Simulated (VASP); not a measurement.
**GaAs (relaxed from the CsCl structure, space group Pm-3m): computed properties**

Computed with r2SCAN meta-GGA, VASP's PBE PAW potentials (set 64) (plane waves; VASP).

For GaAs, the space group is Pm-3m (221), the cell comes out as a = b = c = 3.333 Å, α = β = γ = 90.00° and the volume per atom is 18.52 Å³/atom. The band gap (over mesh and band path) is none (metal, semimetal or under 0.01 eV) and the density is 6.49 g/cm³.

```xyz
2
Lattice="3.3331 0.0000 0.0000 0.0000 3.3331 0.0000 0.0000 0.0000 3.3331" Properties=species:S:1:pos:R:3 pbc="T T T"
Ga     0.0000     0.0000     0.0000
As     1.6666     1.6666     1.6666
```

The structure was generated: GaAs was put into the CsCl type (Pm-3m), which need not be its known phase. It was relaxed first, which changed the volume by +25 %. Symmetry was kept, so distortions that lower it aren't found.
